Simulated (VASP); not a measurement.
# Mn2C (P6_3/mmc) in VASP: relaxation of cell and atoms with PBE

Aim: the relaxation of cell and atoms of Mn2C with PBE.

All numbers are computed with VASP 6.6.1; they aren't measurements. Logs are shortened: lines on timing, memory, paths and dates and some standing lists are left out, and cuts for length are marked.

### Step 1. The structure

It takes space group P6_3/mmc (No. 194, hexagonal). The conventional cell has a = 4.298 Å, b = 4.298 Å, c = 5.371 Å, α = 90.00°, β = 90.00°, γ = 120.00°. Mn (site symmetry -3m) has 8 Mn at 2.69 to 2.82 Å and 6 C at 2.82 Å as nearest neighbours. Mn (site symmetry -6m2) has 5 C at 2.48 to 2.69 Å and 6 Mn at 2.82 Å as nearest neighbours. Around C (site symmetry -6m2) lie 11 Mn at 2.48 to 2.82 Å.

The cell was built by a generator and needn't be a form met in nature.

### Step 2. Relaxation of cell and atoms, PBE, collinear spin, ferromagnetic start

Contents of INCAR:

```
SYSTEM = Mn2C
PREC = Normal ; ENCUT = 520
EDIFF = 1E-4 ; ISMEAR = 0
SIGMA = 0.15 ; LREAL = .FALSE.
LASPH = .TRUE. ; NELM = 60
ALGO = Fast ; ISIF = 3
LWAVE = .FALSE. ; LCHARG = .FALSE.
ISPIN = 2 ; MAGMOM = 4 4 4 4 0 0
LORBIT = 11 ; LMAXMIX = 4
GGA = PE ; IBRION = 2
NSW = 24 ; EDIFFG = -0.08
```

Contents of KPOINTS:

```
regular mesh
0
G
  5 5 3
  0 0 0
```

Contents of POSCAR:

```
Mn2C
1.0
    4.2981983000      0.0000000000      0.0000000000
   -2.1490991500      3.7223489200      0.0000000000
    0.0000000000      0.0000000000      5.3714353000
Mn C
4 2
Direct
    0.0000000000      0.0000000000      0.0000000000
    0.0000000000      0.0000000000      0.5000000000
    0.3333333300      0.6666666700      0.7500000000
    0.6666666700      0.3333333300      0.2500000000
    0.3333333300      0.6666666700      0.2500000000
    0.6666666700      0.3333333300      0.7500000000
```

Potentials or basis: VASP PAW PBE potentials, release 64 (Mn_pv, C).

The run is started by

```sh
$ cat potpaw_PBE.64/Mn_pv/POTCAR potpaw_PBE.64/C/POTCAR > POTCAR
$ mpirun -np 1 vasp_std > vasp.out
```

OUTCAR:

```text
SYSTEM = Mn2C
   PREC = Normal
   ENCUT = 520
   EDIFF = 1E-4
   ISMEAR = 0
   LREAL = .FALSE.
   LASPH = .TRUE.
   NELM = 60
   ISIF = 3
   ISPIN = 2
   LORBIT = 11
   GGA = PE
   IBRION = 2
   NSW = 24
   EDIFFG = -0.08

 ion  position               nearest neighbor table
   1  0.000  0.000  0.000-   2 2.69   2 2.69   4 2.82   3 2.82   4 2.82   3 2.82   4 2.82   3 2.82

   2  0.000  0.000  0.500-   1 2.69   1 2.69   4 2.82   3 2.82   4 2.82   3 2.82   4 2.82   3 2.82

   3  0.333  0.667  0.750-   6 2.48   6 2.48   6 2.48   1 2.82   2 2.82   2 2.82   1 2.82   2 2.82
                             1 2.82
   4  0.667  0.333  0.250-   5 2.48   5 2.48   5 2.48   1 2.82   2 2.82   1 2.82   2 2.82   1 2.82
                             2 2.82
   5  0.333  0.667  0.250-   4 2.48   4 2.48   4 2.48
   6  0.667  0.333  0.750-   3 2.48   3 2.48   3 2.48

  LATTYP: Found a hexagonal cell.
 ALAT       =     4.2981983000
 C/A-ratio  =     1.2496946220

  Lattice vectors:

 A1 = (   4.2981983000,   0.0000000000,   0.0000000000)
 A2 = (  -2.1490991500,   3.7223489200,   0.0000000000)
 A3 = (   0.0000000000,   0.0000000000,   5.3714353000)

Analysis of symmetry for initial positions (statically):
=====================================================================
 Subroutine PRICEL returns:
 Original cell was already a primitive cell.

 Routine SETGRP: Setting up the symmetry group for a
 hexagonal supercell.

 Subroutine GETGRP returns: Found 24 space group operations
 (whereof 12 operations were pure point group operations)
 out of a pool of 24 trial point group operations.

The static configuration has the point symmetry D_3d.
 The point group associated with its full space group is D_6h.

Analysis of symmetry for dynamics (positions and initial velocities):
=====================================================================
 Subroutine PRICEL returns:
 Original cell was already a primitive cell.

 Routine SETGRP: Setting up the symmetry group for a
 hexagonal supercell.

 Subroutine GETGRP returns: Found 24 space group operations
 (whereof 12 operations were pure point group operations)
 out of a pool of 24 trial point group operations.

The dynamic configuration has the point symmetry D_3d.
 The point group associated with its full space group is D_6h.

Analysis of structural, dynamic, and magnetic symmetry:
=====================================================================
 Subroutine PRICEL returns:
 Original cell was already a primitive cell.

 Routine SETGRP: Setting up the symmetry group for a
[... 159 lines left out ...]
  Total      -13.4260799    -13.4260799     -9.9984306      0.0000000      0.0000000      0.0000000
  in kB     -250.3029295   -250.3029297   -186.4011302      0.0000000      0.0000000      0.0000000
  external PRESSURE =    -229.0023298 kB  Pullay stress =       0.0000000 kB
[... 103 lines left out ...]
  FREE ENERGIE OF THE ION-ELECTRON SYSTEM (eV)
  ---------------------------------------------------
  free  energy   TOTEN  =        78.8231828876 eV

  energy  without entropy=       78.8517417691  energy(sigma->0) =       78.83746233

 E-fermi :   9.3889     XC(G=0): -13.2407

 val. band max:        9.3579628048   @ k =   0.2000  -0.0000   0.0000
 cond. band min:       9.4098671093   @ k =   0.2000   0.2000   0.0000
 fundamental gap:      0.0519043045
 Fermi energy:         9.3888997085

 spin component 1

 k-point     1 :       0.0000    0.0000    0.0000
  band No.  band energies     occupation
      1     -39.7683      1.00000
      2     -39.7461      1.00000
      3     -39.6600      1.00000
      4     -39.6599      1.00000
      5     -39.5766      1.00000
      6     -39.5766      1.00000
[... 892 lines left out ...]
     41      16.3771      0.00000
     42      16.4272      0.00000
 [bands above 42 left out]

[... ionic steps 4 to 7 ...]

--------------------------------------- Ionic step        8  -------------------------------------------

 number of electron      60.0000041 magnetization       5.5663501

------------------------ aborting loop because EDIFF is reached ----------------------------------------
[... 75 lines left out ...]
--------------------------------------- Ionic step       10  -------------------------------------------

 number of electron      60.0000056 magnetization       5.4197461

 Free energy of the ion-electron system (eV)
  ---------------------------------------------------
  ext. energy  EPLUGINS =         0.00000000
  ---------------------------------------------------
  free energy    TOTEN  =       -50.97970953 eV

  energy without entropy =      -50.91786956  energy(sigma->0) =      -50.94878955

 E-fermi :  11.0950     XC(G=0): -13.9980

 val. band max:       11.0708171419   @ k =   0.2000   0.2000   0.0000
 cond. band min:      11.1451246434   @ k =   0.2000   0.2000   0.3333
 fundamental gap:      0.0743075015
 Fermi energy:        11.0950474308

 spin component 1

 k-point     1 :       0.0000    0.0000    0.0000
  band No.  band energies     occupation
      1     -38.0857      1.00000
      2     -37.9525      1.00000
      3     -37.9525      1.00000
      4     -37.7670      1.00000
      5     -37.7670      1.00000
      6     -37.5892      1.00000
[... 892 lines left out ...]
     41      18.5427      0.00000
     42      19.1851      0.00000
 [bands above 42 left out]

------------------------ aborting loop because EDIFF is reached ----------------------------------------

  FORCE on cell =-STRESS in cart. coord.  units (eV):
  Direction    XX          YY          ZZ          XY          YZ          ZX
  --------------------------------------------------------------------------------------
  -------------------------------------------------------------------------------------
  Total        0.0760867      0.0760867      0.1847938     -0.0000000      0.0000000      0.0000000
  in kB        2.2734326      2.2734326      5.5215498     -0.0000000      0.0000000      0.0000000
  external PRESSURE =       3.3561383 kB  Pullay stress =       0.0000000 kB
[... 21 lines left out ...]
  FREE ENERGIE OF THE ION-ELECTRON SYSTEM (eV)
  ---------------------------------------------------
  free  energy   TOTEN  =       -50.9797095334 eV

  energy  without entropy=      -50.9178695576  energy(sigma->0) =      -50.94878955

 reached required accuracy - stopping structural energy minimisation

 total charge

# of ion       s       p       d       tot
------------------------------------------
    1        0.355   6.366   5.306  12.027
    2        0.355   6.366   5.306  12.027
    3        0.352   6.389   5.332  12.074
    4        0.352   6.389   5.332  12.074
    5        0.846   1.388   0.000   2.234
    6        0.846   1.388   0.000   2.234
--------------------------------------------------
tot          3.107  28.284  21.277  52.669

 magnetization (x)

# of ion       s       p       d       tot
------------------------------------------
    1        0.007   0.025   1.764   1.796
    2        0.007   0.025   1.764   1.796
    3        0.008   0.010   0.912   0.930
    4        0.008   0.010   0.912   0.930
    5        0.010  -0.076   0.000  -0.067
    6        0.010  -0.076   0.000  -0.067
--------------------------------------------------
tot          0.050  -0.083   5.352   5.320
```

CONTCAR:

```text
Mn2C
   1.00000000000000
     3.6416438173216523    0.0000000000000000   -0.0000000000000000
    -1.8208219086608262    3.1537560582427520    0.0000000000000000
    -0.0000000000000000   -0.0000000000000000    4.6688666998757515
  Mn              C
     4     2
Direct
     1.0000000000000000    0.0000000000000000    1.0000000000000000
     1.0000000000000000    0.0000000000000000    0.5000000000000000
     0.3333333300000021    0.6666666699999979    0.7500000000000000
     0.6666666699999979    0.3333333300000021    0.2500000000000000
     0.3333333300000021    0.6666666699999979    0.2500000000000000
     0.6666666699999979    0.3333333300000021    0.7500000000000000

  0.00000000E+00  0.00000000E+00  0.00000000E+00
  0.00000000E+00  0.00000000E+00  0.00000000E+00
  0.00000000E+00  0.00000000E+00  0.00000000E+00
  0.00000000E+00  0.00000000E+00  0.00000000E+00
  0.00000000E+00  0.00000000E+00  0.00000000E+00
  0.00000000E+00  0.00000000E+00  0.00000000E+00
```

Wall time 6.4 min (1 thread of AMD EPYC 7R13 (Zen 3), shared host); peak memory 0.17 GiB.

Results:

```yaml
Free_energy: -50.9797 eV
Relaxed_volume: 8.94 Å³/atom
Relaxed_cell: a = 3.642 Å, b = 3.642 Å, c = 4.669 Å, α = 90.00°, β = 90.00°, γ = 120.00°
Space_group_after_relaxing_to_0.05_Å: P6_3/mmc (No. 194)
Energy_gained_by_relaxing: 854.4 meV/atom
Ionic_steps: 10
Pressure_after_relaxing: 0.3 GPa
Band_gap_on_the_k_mesh: none (metal or under the smearing width)
Net_moment: 5.42 μB per cell
Site_moments: Mn +1.80, +0.93; C -0.07 μB
Valence_electrons_inside_the_program's_atomic_spheres: Mn 12.03, 12.07; C 2.23
```

Stress tensor (GPa, compression positive):
```
0.23 0.00 0.00
0.00 0.23 0.00
0.00 0.00 0.55
```

Step by step:
```csv
step,energy change (eV),largest force (eV/Å),pressure (GPa),volume (Å³)
1,0.0000,0.0000,-22.90,85.94
2,-4.2031,0.0000,-27.30,62.89
3,124.6762,0.0000,2942.99,18.82
4,-3.9445,0.0000,-23.36,61.05
5,-5.0896,0.0000,5.67,52.72
6,-5.1141,0.0000,-1.09,54.16
7,-5.1183,0.0000,0.75,53.62
8,-5.1248,0.0000,-1.38,53.98
9,-5.1249,0.0000,-1.71,53.98
10,-5.1267,0.0000,0.34,53.62
```

Final structure:
```yaml
crystal:
  lattice:
    - [3.64164, 0.00000, 0.00000]
    - [-1.82082, 3.15376, 0.00000]
    - [0.00000, 0.00000, 4.66887]
  atoms:
    - { symbol: Mn, position: [0.00000, 0.00000, 0.00000] }
    - { symbol: Mn, position: [0.00000, 0.00000, 0.50000] }
    - { symbol: Mn, position: [0.33333, 0.66667, 0.75000] }
    - { symbol: Mn, position: [0.66667, 0.33333, 0.25000] }
    - { symbol: C, position: [0.33333, 0.66667, 0.25000] }
    - { symbol: C, position: [0.66667, 0.33333, 0.75000] }
```

Caveat: the k mesh is coarse (spacing up to 0.39 Å⁻¹), so the values aren't converged; the volume moved by over 15 % at a fixed basis, so the end points are rough; the relaxation stopped at a loose force limit of 0.08 eV/Å, so its end isn't a converged minimum.
